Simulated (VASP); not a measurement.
MgCdTe2 (space group I-42d): the band gap from VASP (plane waves, PAW) at several levels of theory. Gaps are without spin-orbit coupling. Each level names its cell: its own relaxed one, PBE's, or the starting one. A gap is the smallest over the k-mesh and a band path; hybrids may have named points in place of the path, and GW has the mesh alone.  mBJ is a potential without an energy functional, so only the levels count.

| level | band gap (eV) |
|---|---|
| LDA (own cell) | 1.55 |
| PBEsol (own cell) | 1.51 |
| mBJ (TB09) (PBE cell) | 2.49 |

The cell of the LDA (own cell) run:

```cif
data_Cd4Mg4Te8
_chemical_formula_sum 'Mg4 Cd4 Te8'
_space_group_name_H-M_alt 'I-42d'
_space_group_IT_number 122
_space_group_name_Hall 'I -4 2bw'
_cell_length_a 6.37446
_cell_length_b 6.37446
_cell_length_c 12.79364
_cell_angle_alpha 90.000
_cell_angle_beta 90.000
_cell_angle_gamma 90.000
loop_
_atom_site_label
_atom_site_type_symbol
_atom_site_symmetry_multiplicity
_atom_site_Wyckoff_symbol
_atom_site_fract_x
_atom_site_fract_y
_atom_site_fract_z
_atom_site_occupancy
Mg1 Mg 4 a 0.00000 0.00000 0.00000 1
Cd1 Cd 4 b 0.00000 0.00000 0.50000 1
Te1 Te 8 d 0.25000 0.25385 0.37500 1
```
(The calculation used a cell of 8 atoms; values per cell refer to that cell.)

Only levels that ran to the end are used. Left out are those held back, those with too coarse a band path, GW runs whose mesh misses a band edge, hybrids' fits of cells that aren't cubic and levels without matching references; a question may draw on a part of the rest.

The structure comes from a computed database's MgCdTe2 entry (I-42d); how it stands against other phases isn't given here.
